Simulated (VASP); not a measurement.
An input for Quantum ESPRESSO's pw.x (written as the equivalent of a VASP run, and not itself run):

```
&CONTROL
  calculation = 'vc-relax'
  pseudo_dir = './pseudo'
  outdir = './out'
  tprnfor = .true.
  tstress = .true.
  nstep = 40
  forc_conv_thr = 0.00078
/
&SYSTEM
  ibrav = 0
  nat = 3
  ntyp = 2
  ecutwfc = 84
  occupations = 'smearing'
  smearing = 'methfessel-paxton'
  degauss = 0.00735
  input_dft = 'pbesol'
/
&ELECTRONS
  conv_thr = 7.3e-08
  electron_maxstep = 100
/
&IONS
/
&CELL
/
ATOMIC_SPECIES
  Ti 47.867 Ti.upf
  S 32.060 S.upf
CELL_PARAMETERS angstrom
     1.6728541   -2.8974686   -0.0000000
     1.6728541    2.8974686    0.0000000
    -0.0000000   -0.0000000    5.6078808
ATOMIC_POSITIONS crystal
  Ti   1.0000000  1.0000000  0.0000000
  S    0.3333330  0.6666670  0.2548230
  S    0.6666670  0.3333330  0.7451770
K_POINTS automatic
  11 11 6 0 0 0
```

Q: Translate this input to VASP (INCAR, KPOINTS, POSCAR, choice of POTCAR).

A: Several could match; the one computed here: 
**KPOINTS**
```
Automatic
0
Gamma
  11 11 6
```

**POSCAR**
```
TiS2
1
    1.6728540865    -2.8974686236    -0.0000000000
    1.6728540865     2.8974686236     0.0000000000
   -0.0000000000    -0.0000000000     5.6078808422
Ti S
1 2
Direct
  1.0000000000   1.0000000000   0.0000000000
  0.3333330000   0.6666670000   0.2548229553
  0.6666670000   0.3333330000   0.7451770447
```

**INCAR**
```
! general
SYSTEM =TiS2
PREC   =Accurate
ENCUT  =500
LREAL  =.FALSE.
LASPH  =.TRUE.

! electronic loop
EDIFF  =1E-6
NELM   =100
ALGO   =Normal
LMAXMIX=4

! smearing
ISMEAR =1
SIGMA  =0.1

! functional
GGA    =PS

! ions
IBRION =2
NSW    =40
ISIF   =3
EDIFFG =-0.02

! output
LWAVE  =.FALSE.
LCHARG =.FALSE.
```

POTCAR, in this order: Ti_sv S (PBE.64 set). Program: vasp_std.

What does not carry over: the potentials are each code's own (VASP's PAW set, PseudoDojo norm-conserving files in pw.x), so ENCUT and ecutwfc are chosen apart and not converted; conv_thr bounds pw.x's estimated SCF error, while EDIFF bounds the energy change between steps; forc_conv_thr acts on force components and is met together with etot_conv_thr.

The compound is TiS2 in the 1T layered structure. It was relaxed first, which changed the volume by -5 %.
